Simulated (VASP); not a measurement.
Data:

```yaml
crystal:
  lattice:
    - [0.00000, 3.94004, 3.94004]
    - [3.94004, 0.00000, 3.94004]
    - [3.94004, 3.94004, 0.00000]
  atoms:
    - { symbol: Mo, position: [0.12500, 0.12500, 0.12500] }
    - { symbol: Mo, position: [0.62500, 0.12500, 0.12500] }
    - { symbol: Mo, position: [0.12500, 0.62500, 0.12500] }
    - { symbol: Mo, position: [0.12500, 0.12500, 0.62500] }
    - { symbol: W, position: [0.75000, 0.75000, 0.75000] }
    - { symbol: W, position: [0.50000, 0.50000, 0.50000] }
```

All values below come from PBE GGA, VASP's PBE PAW potentials (set 64) (plane waves; VASP 6.6.1). Settings: 300 eV cut-off, 4×4×4 Γ-centred mesh, Fermi-Dirac smearing of 0.14 eV, potentials Mo_sv W_sv.

Q: Give the energies of bands 36 to 49 at the high-symmetry points, in eV from the Fermi level.

A: 
```json
[
 {"band": "36", "Γ": "-1.44", "X": "-1.60", "U": "-1.80", "L": "-1.71", "W": "-1.93"},
 {"band": "37", "Γ": "-0.76", "X": "-1.56", "U": "-1.54", "L": "-1.62", "W": "-1.27"},
 {"band": "38", "Γ": "-0.76", "X": "-1.56", "U": "-1.49", "L": "-1.23", "W": "-1.27"},
 {"band": "39", "Γ": "-0.76", "X": "-1.37", "U": "-1.34", "L": "-1.23", "W": "-1.24"},
 {"band": "40", "Γ": "-0.12", "X": "-1.37", "U": "-1.16", "L": "-1.01", "W": "-1.24"},
 {"band": "41", "Γ": "-0.12", "X": "-0.62", "U": "-0.76", "L": "0.02", "W": "-0.72"},
 {"band": "42", "Γ": "-0.12", "X": "-0.62", "U": "-0.12", "L": "0.02", "W": "-0.72"},
 {"band": "43", "Γ": "0.34", "X": "0.30", "U": "0.07", "L": "0.36", "W": "0.33"},
 {"band": "44", "Γ": "0.34", "X": "0.30", "U": "0.21", "L": "0.36", "W": "0.33"},
 {"band": "45", "Γ": "1.36", "X": "1.04", "U": "0.68", "L": "0.52", "W": "0.95"},
 {"band": "46", "Γ": "1.36", "X": "1.04", "U": "1.22", "L": "0.88", "W": "0.95"},
 {"band": "47", "Γ": "1.36", "X": "1.14", "U": "1.30", "L": "0.88", "W": "1.02"},
 {"band": "48", "Γ": "1.68", "X": "1.14", "U": "1.54", "L": "1.22", "W": "1.02"},
 {"band": "49", "Γ": "2.20", "X": "1.65", "U": "1.56", "L": "1.35", "W": "1.69"}
]
```

It has no gap at this level: it comes out as a metal or semimetal.

The structure was generated: Mo2W was put into an ordered model structure, which need not be its known phase. The cell was not relaxed at this level. The k-mesh is coarse (spacing up to 0.35 per Å, 2π included), so the numbers may not be converged in it.
